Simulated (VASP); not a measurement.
Given:

```yaml
crystal:
  lattice:
    - [1.78670, -3.09466, 0.00000]
    - [1.78670, 3.09466, 0.00000]
    - [0.00000, 0.00000, 6.13965]
  atoms:
    - { symbol: Pt, position: [0.00000, 0.00000, 0.00000] }
    - { symbol: S, position: [0.33333, 0.66667, 0.19959] }
    - { symbol: S, position: [0.66667, 0.33333, 0.80041] }
```

Calculation: PBE GGA, VASP's PBE PAW potentials (set 64) (plane waves; VASP). Settings: 480 eV cut-off, 8×8×4 Γ-centred mesh, Gaussian smearing of 0.050 eV, potentials Pt S.

Without a dispersion term in the relaxation, distances and binding between the weakly bound layers, chains or molecules are unreliable, and so is what depends on them.

Each relaxation starts from this cell; other phases were not tried.

The cell is relaxed at 1 GPa. What happens?

The volume per atom goes from 22.63 to 20.11 Å³ (-11.1 %), and the cell becomes a = 3.571 Å, b = 3.571 Å, c = 5.464 Å, α = 90.00°, β = 90.00°, γ = 120.00°, space group P-3m1.

The cell is relaxed at 15 GPa. What happens?

The volume per atom goes from 22.63 to 15.35 Å³ (-32.2 %), and the cell becomes a = b = 3.5392 Å, c = 4.2453 Å, α = β = 90.00°, γ = 120.00°, space group P-3m1.

Failed runs are left out, and for metals the shear rows, which the mesh's noise covers.

The compound is PtS2 in the 1T layered structure.
